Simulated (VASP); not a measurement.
Crystal: AgCl.

```
Ag Cl
1.0
     0.00000    2.77266    2.77266
     2.77266    0.00000    2.77266
     2.77266    2.77266    0.00000
Ag Cl
1 1
Direct
  0.00000 0.00000 0.00000
  0.50000 0.50000 0.50000
```

The cell is a database's computed one.

- Program: VASP 6.6.1
- Task: relaxation of cell and atoms
- Functional: LDA
- Potentials or basis: VASP PAW LDA potentials, release 64 (Ag, Cl)
- Cutoff: 600 eV
- k mesh: 8 × 8 × 8
- Occupations: gaussian, width 0.02 eV
- Spin: no spin polarisation

At the start: pressure -5.5 GPa; volume 21.32 Å³/atom.

Question: Where does the relaxation end?

Answer: Over 3 steps the energy falls by 40.5 meV/atom and the volume is 19.21 Å³/atom (-9.9 %); space group Fm-3m (No. 225, to 0.05 Å).

Step by step:
| step | energy change (eV) | largest force (eV/Å) | pressure (GPa) | volume (Å³) |
| --- | --- | --- | --- | --- |
| 1 | 0.0000 | 0.0000 | -5.53 | 42.63 |
| 2 | -0.0809 | 0.0000 | 0.31 | 38.25 |
| 3 | -0.0810 | 0.0000 | 0.00 | 38.42 |

Final structure:
```
Ag Cl
1.0
     0.00000    2.67810    2.67810
     2.67810    0.00000    2.67810
     2.67810    2.67810    0.00000
Ag Cl
1 1
Direct
  0.00000 0.00000 0.00000
  0.50000 0.50000 0.50000
```
